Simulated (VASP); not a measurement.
OSZICAR of a VASP run on SnSe$_{2}$ (space group Fm-3m):

OSZICAR:
```
       N       E                     dE             d eps       ncg     rms          rms(c)
DAV:   1     0.154645584974E+03    0.15465E+03   -0.94711E+03  1003   0.127E+03
DAV:   2     0.148235379498E+01   -0.15316E+03   -0.15089E+03  1170   0.313E+02
DAV:   3    -0.123227766729E+02   -0.13805E+02   -0.13438E+02  1207   0.958E+01
DAV:   4    -0.126877839990E+02   -0.36501E+00   -0.35950E+00  1163   0.166E+01
DAV:   5    -0.126957131382E+02   -0.79291E-02   -0.79259E-02  1356   0.238E+00    0.517E+00
DAV:   6    -0.125345843195E+02    0.16113E+00   -0.38530E-01  1323   0.594E+00    0.322E+00
DAV:   7    -0.125196095753E+02    0.14975E-01   -0.55833E-02  1114   0.139E+00    0.117E+00
DAV:   8    -0.125166306852E+02    0.29789E-02   -0.55514E-03  1195   0.824E-01    0.118E-01
DAV:   9    -0.125165770470E+02    0.53638E-04   -0.35787E-04  1163   0.242E-01    0.505E-02
DAV:  10    -0.125165854762E+02   -0.84292E-05   -0.32301E-05  1230   0.548E-02    0.855E-03
DAV:  11    -0.125165859419E+02   -0.46569E-06   -0.78522E-06  1105   0.376E-02
   1 F= -.12516586E+02 E0= -.12465632E+02  d E =-.101908E+00
```

Which electronic solver shows in the log?

It is blocked Davidson (ALGO = Normal, or the opening steps of other solvers). The INCAR had ALGO = Normal.

Can the final energy be trusted as converged?

The run converged. It stopped with EDIFF = 1E-6, NELM = 100 (LDA (Ceperley-Alder, Perdew-Zunger), plane waves, VASP's LDA PAW potentials (set 64)).

The structure was generated: SnSe2 was put into an ordered model structure, which need not be its known phase. The cell was not relaxed at this level. The run is one of a series of settings (GGA removed, POTCAR Sn_d Se (LDA.64 set) against the base run), some of them coarse on purpose.
